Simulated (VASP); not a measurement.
Given:

```yaml
crystal:
  lattice:
    - [3.41566, 0.00000, 0.00000]
    - [0.00000, 3.41566, 0.00000]
    - [0.00000, 0.00000, 3.41566]
  atoms:
    - { symbol: Si, position: [0.00000, 0.00000, 0.00000] }
    - { symbol: Ni, position: [0.00000, 0.50000, 0.50000] }
    - { symbol: Ni, position: [0.50000, 0.00000, 0.50000] }
    - { symbol: Ni, position: [0.50000, 0.50000, 0.00000] }
```

Calculation: optB86b-vdW, VASP's PBE PAW potentials (set 64) (plane waves; VASP). Settings: 520 eV cut-off, 9×9×9 Γ-centred mesh, first-order Methfessel-Paxton smearing of 0.10 eV, potentials Si Ni.

**Question.** Give the stress tensor in GPa (positive for a compressed cell).

**Answer.** 
```
15.87   0.00   0.00
 0.00  15.87   0.00
 0.00   0.00  15.87
```
The pressure is its mean diagonal, 15.87 GPa.

The compound is Ni3Si in the L1_2 structure. This cell is one point of a volume scan, at 0.94 of the reference volume. The run is not spin-polarised, so no magnetic state was tried.
